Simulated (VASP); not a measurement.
Given:

```
Pd
1.0
    0.00000     1.90346     1.90346
    1.90346     0.00000     1.90346
    1.90346     1.90346     0.00000
Pd
1
Direct
  0.00000   0.00000   0.00000
```

Computed with PBE GGA with D3 dispersion (zero damping), VASP's PBE PAW potentials (set 64) (plane waves; VASP 6.6.1). Numerical set-up: 520 eV cut-off, 16×16×16 Γ-centred mesh, first-order Methfessel-Paxton smearing of 0.10 eV, potentials Pd.

Q: Give the stress tensor in GPa (positive for a compressed cell).

A: 
```
14.15   0.00   0.00
 0.00  14.15   0.00
 0.00   0.00  14.15
```
The pressure is its mean diagonal, 14.15 GPa.

The compound is Pd in the fcc structure. This cell is one point of a volume scan, at 0.94 of the reference volume.
